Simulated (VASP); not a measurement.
## LaHf7O16 (a cell with a defect): electric field gradients with PBE

The system is LaHf7O16 (a cell with a defect).

```
La Hf O
1.0
     0.00000    5.11500    5.11500
     5.11500    0.00000    5.11500
     5.11500    5.11500    0.00000
La Hf O
1 7 16
Direct
  0.00000 0.00000 0.00000
  0.00000 0.00000 0.50000
  0.00000 0.50000 0.00000
  0.00000 0.50000 0.50000
  0.50000 0.00000 0.00000
  0.50000 0.00000 0.50000
  0.50000 0.50000 0.00000
  0.50000 0.50000 0.50000
  0.12500 0.12500 0.12500
  0.12500 0.12500 0.62500
  0.12500 0.62500 0.12500
  0.12500 0.62500 0.62500
  0.62500 0.12500 0.12500
  0.62500 0.12500 0.62500
  0.62500 0.62500 0.12500
  0.62500 0.62500 0.62500
  0.37500 0.37500 0.37500
  0.37500 0.37500 0.87500
  0.37500 0.87500 0.37500
  0.37500 0.87500 0.87500
  0.87500 0.37500 0.37500
  0.87500 0.37500 0.87500
  0.87500 0.87500 0.37500
  0.87500 0.87500 0.87500
```

```json
{"Program": "VASP 6.6.1", "Task": "electric field gradients", "Functional": "PBE", "Potentials or basis": "VASP PAW PBE potentials, release 64 (La, Hf_pv, O)", "Cutoff": "520 eV", "k mesh": "3 × 3 × 3", "Occupations": "fermi-dirac, width 0.01 eV", "Spin": "no spin polarisation", "Dipole correction": "no", "Charge": "-1", "Further INCAR settings": "LREAL = Auto; ALGO = Fast; EDIFF = 1e-08; NBANDS = 106; NELECT = 178.0"}
```

| Quantity | Value |
| --- | --- |
| Largest force | 3.798 eV/Å |
| Band gap on the k mesh | 3.61 eV, indirect (least direct gap 3.65 eV) |

Forces on the atoms (eV/Å):
```
La   0.000  0.000  0.000
Hf   0.000  0.000  0.000
Hf   0.000  0.000  0.000
Hf   0.000  0.000  0.000
Hf   0.000  0.000  0.000
Hf   0.000  0.000  0.000
Hf   0.000  0.000  0.000
Hf   0.000  0.000  0.000
O    2.193  2.193  2.193
O   -2.193 -2.193  2.193
O   -2.193  2.193 -2.193
O   -0.257  0.257  0.257
O    2.193 -2.193 -2.193
O    0.257 -0.257  0.257
O    0.257  0.257 -0.257
O   -0.257 -0.257 -0.257
O    0.257  0.257  0.257
O   -0.257 -0.257  0.257
O   -0.257  0.257 -0.257
O   -2.193  2.193  2.193
O    0.257 -0.257 -0.257
O    2.193 -2.193  2.193
O    2.193  2.193 -2.193
O   -2.193 -2.193 -2.193
```

Levels at points of the mesh, in eV from the valence-band top:
| k point | band 85 | band 86 | band 87 | band 88 | band 89 | band 90 | band 91 | band 92 | band 93 | band 94 |
| --- | --- | --- | --- | --- | --- | --- | --- | --- | --- | --- |
| (0.00, 0.00, 0.00) | -0.04 | -0.04 | -0.04 | -0.04 | -0.04 | 3.61 | 3.61 | 3.81 | 3.81 | 4.02 |

Electric field gradients, principal values (V/Å²):
```
atom     Vxx      Vyy      Vzz
1 La   0.000    0.000    0.001
2 Hf  -6.991  -15.707   22.697
3 Hf  -6.991  -15.707   22.697
4 Hf  -6.989  -15.707   22.696
5 Hf  -6.991  -15.707   22.697
6 Hf  -6.989  -15.707   22.696
7 Hf  -6.989  -15.707   22.696
8 Hf   0.000    0.000   -0.001
 9 O  13.782   13.782  -27.565
10 O  13.782   13.788  -27.570
11 O  13.782   13.788  -27.570
12 O   2.262    2.268   -4.530
13 O  13.782   13.788  -27.570
14 O   2.262    2.268   -4.530
15 O   2.262    2.268   -4.530
16 O   2.262    2.262   -4.524
17 O   2.262    2.262   -4.524
18 O   2.262    2.268   -4.530
19 O   2.262    2.268   -4.530
20 O  13.782   13.788  -27.570
21 O   2.262    2.268   -4.530
22 O  13.782   13.788  -27.570
23 O  13.782   13.788  -27.570
24 O  13.782   13.782  -27.565
```

It took 16 min on 1 thread of Intel(R) Xeon(R) Platinum 8259CL CPU @ 2.50GHz (Skylake/Cascade Lake), with other jobs on the host, peak memory 0.44 GiB.

Caveat: the cell carries a net charge on a neutralising background, which shifts energy and pressure; the cell is charged against a uniform background, so pressure and absolute levels hang on convention; spin-orbit coupling is left out, which moves the levels of the heavy elements.
